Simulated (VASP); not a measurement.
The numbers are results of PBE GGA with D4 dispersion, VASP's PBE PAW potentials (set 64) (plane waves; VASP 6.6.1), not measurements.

VASP input:

### INCAR
```
! general
SYSTEM   =  BaHfO3
PREC     =  Accurate
ENCUT    =  520
LREAL    =  .FALSE.
LASPH    =  .TRUE.

! electronic loop
EDIFF    =  1E-7
NELM     =  100
ALGO     =  Normal
LMAXMIX  =  6

! smearing
ISMEAR   =  0
SIGMA    =  0.05

! functional
GGA      =  PE
IVDW     =  13

! ions
ISIF     =  2

! output
LWAVE    =  .FALSE.
LCHARG   =  .FALSE.
```

File KPOINTS:
```
Automatic mesh
0
Gamma
5 5 5
0 0 0
```

File POSCAR:
```
BaHfO3
1
    4.2240339084     0.0000000000     0.0000000000
    0.0000000000     4.2240339084     0.0000000000
    0.0000000000     0.0000000000     4.2240339084
Ba Hf O
1 1 3
Direct
  0.0000000000   0.0000000000   0.0000000000
  0.5000000000   0.5000000000   0.5000000000
  0.5000000000   0.0000000000   0.5000000000
  0.0000000000   0.5000000000   0.5000000000
  0.5000000000   0.5000000000   0.0000000000
```

POTCAR, in this order: Ba_sv Hf_pv O (PBE.64 set). Program: vasp_std.

The run wrote:

OSZICAR:
```
       N       E                     dE             d eps       ncg     rms          rms(c)
DAV:   1     0.234961669045E+03    0.23496E+03   -0.20933E+04   460   0.158E+03
DAV:   2    -0.379865052939E+02   -0.27295E+03   -0.26492E+03   605   0.352E+02
DAV:   3    -0.504249599611E+02   -0.12438E+02   -0.12420E+02   588   0.757E+01
DAV:   4    -0.506431225690E+02   -0.21816E+00   -0.21808E+00   683   0.919E+00
DAV:   5    -0.506484307866E+02   -0.53082E-02   -0.53081E-02   599   0.887E-01    0.551E+01
DAV:   6    -0.437133352020E+02    0.69351E+01   -0.44145E+01   565   0.377E+01    0.499E+01
DAV:   7    -0.435869778318E+02    0.12636E+00   -0.25271E+00   618   0.102E+01    0.326E+01
DAV:   8    -0.435674272256E+02    0.19551E-01   -0.41776E-01   601   0.535E+00    0.531E+00
DAV:   9    -0.435488782937E+02    0.18549E-01   -0.10654E-01   551   0.207E+00    0.160E+00
DAV:  10    -0.435487460750E+02    0.13222E-03   -0.11389E-02   586   0.717E-01    0.784E-01
DAV:  11    -0.435485351896E+02    0.21089E-03   -0.95526E-04   594   0.210E-01    0.213E-01
DAV:  12    -0.435485703426E+02   -0.35153E-04   -0.93983E-05   658   0.669E-02    0.156E-01
DAV:  13    -0.435485754000E+02   -0.50574E-05   -0.17223E-05   627   0.270E-02    0.791E-03
DAV:  14    -0.435485754450E+02   -0.44960E-07   -0.78277E-07   618   0.613E-03
   1 F= -.44495568E+02 E0= -.44495568E+02  d E =-.837084E-22
```

OUTCAR:
```
------------------------ aborting loop because EDIFF is reached ----------------------------------------
  Edisp (eV):   -0.94699
  FORCE on cell =-STRESS in cart. coord.  units (eV):
  Direction    XX          YY          ZZ          XY          YZ          ZX
  --------------------------------------------------------------------------------------
  Total      -2.14372    -2.14372    -2.14372    -0.00000     0.00000    -0.00000
  in kB     -45.57179   -45.57179   -45.57179    -0.00000     0.00000    -0.00000
  external pressure =      -45.57 kB  Pullay stress =        0.00 kB
  volume of cell :       75.37
      direct lattice vectors                 reciprocal lattice vectors
     4.224033908  0.000000000  0.000000000     0.236740524  0.000000000  0.000000000
     0.000000000  4.224033908  0.000000000     0.000000000  0.236740524  0.000000000
     0.000000000  0.000000000  4.224033908     0.000000000  0.000000000  0.236740524
 POSITION                                       TOTAL-FORCE (eV/Angst)
 -----------------------------------------------------------------------------------
      0.00000      0.00000      0.00000         0.000000      0.000000      0.000000
      2.11202      2.11202      2.11202         0.000000      0.000000      0.000000
      2.11202      0.00000      2.11202         0.000000      0.000000      0.000000
      0.00000      2.11202      2.11202         0.000000      0.000000      0.000000
      2.11202      2.11202      0.00000         0.000000      0.000000      0.000000
 -----------------------------------------------------------------------------------
    total drift:                                0.000000     -0.000000     -0.000000
  FREE ENERGIE OF THE ION-ELECTRON SYSTEM (eV)
  ---------------------------------------------------
  free  energy   TOTEN  =       -44.4955680311 eV

  energy  without entropy=      -44.4955680311  energy(sigma->0) =      -44.49556803
```
(Selected blocks of OUTCAR.)

**OUTCAR**
```
 val. band max:        2.1503527333   @ k =   0.4000   0.4000   0.4000

 cond. band min:       5.7562255056   @ k =   0.0000   0.0000   0.0000


 Fermi energy:         2.4839607885

 k-point     1 :       0.0000    0.0000    0.0000
  band No.  band energies     occupation
      1     -26.7359      2.00000
      2     -26.7359      2.00000
      3     -26.7359      2.00000
      4     -23.1148      2.00000
      5     -14.3418      2.00000
      6     -13.8069      2.00000
      7     -13.8069      2.00000
      8      -8.2516      2.00000
      9      -8.2516      2.00000
     10      -8.2516      2.00000
     11       0.5316      2.00000
     12       0.5316      2.00000
     13       0.5316      2.00000
     14       1.3196      2.00000
     15       1.3196      2.00000
     16       1.3196      2.00000
     17       1.9953      2.00000
     18       1.9953      2.00000
     19       1.9953      2.00000
     20       5.7562      0.00000
     21       5.7562      0.00000
     22       5.7562      0.00000
     23       6.8975      0.00000

 k-point     2 :       0.2000    0.0000    0.0000
  band No.  band energies     occupation
      1     -26.7743      2.00000
      2     -26.7347      2.00000
      3     -26.7347      2.00000
      4     -23.0943      2.00000
      5     -14.3237      2.00000
      6     -13.7994      2.00000
      7     -13.6476      2.00000
      8      -8.2272      2.00000
      9      -8.2272      2.00000
     10      -8.1881      2.00000
     11      -0.1330      2.00000
     12       0.4432      2.00000
     13       0.4432      2.00000
     14       1.0015      2.00000
     15       1.0015      2.00000
     16       1.0624      2.00000
     17       1.2168      2.00000
     18       1.8574      2.00000
     19       1.8574      2.00000
     20       5.9115      0.00000
     21       6.5898      0.00000
     22       6.5898      0.00000
     23       7.4731      0.00000

 k-point     3 :       0.4000    0.0000    0.0000
...
```

Unless said otherwise, spin-orbit coupling is left out, though it shifts the bands of the heavy elements here.

The compound is BaHfO3 in the cubic perovskite structure. This cell is one point of a volume scan, at 1.03 of the reference volume.
